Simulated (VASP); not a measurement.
Consider the following.

```yaml
crystal:
  lattice:
    - [5.57955, 0.00000, 0.00000]
    - [0.00000, 5.57955, 0.00000]
    - [0.00000, 0.00000, 5.57955]
  atoms:
    - { symbol: Cs, position: [0.00000, 0.00000, 0.00000] }
    - { symbol: Pb, position: [0.50000, 0.50000, 0.50000] }
    - { symbol: Cl, position: [0.50000, 0.00000, 0.50000] }
    - { symbol: Cl, position: [0.00000, 0.50000, 0.50000] }
    - { symbol: Cl, position: [0.50000, 0.50000, 0.00000] }
```

Calculation: vdW-DF-cx, VASP's PBE PAW potentials (set 64) (plane waves; VASP). Settings: 520 eV cut-off, 4×4×4 Γ-centred mesh, Gaussian smearing of 0.050 eV, potentials Cs_sv Pb_d Cl.

Unless said otherwise, spin-orbit coupling is left out, though it shifts the bands of the heavy elements here.

**Question.** Predict the energy per atom (σ→0), band gap (on the k-mesh) with the smallest direct gap where there is one.

**Answer.** 
| Quantity | Result |
|---|---|
| band gap (on the k-mesh) | 1.86 eV |
| smallest direct gap (on the k-mesh) | 1.86 eV |
| energy per atom (σ→0) | -1.306 eV/atom |

Only differences to runs with the same potentials and settings are physical.

The compound is CsPbCl3 in the cubic perovskite structure, the ideal cubic form; the compound distorts at low or room temperature. This cell is one point of a volume scan, at 0.97 of the reference volume.
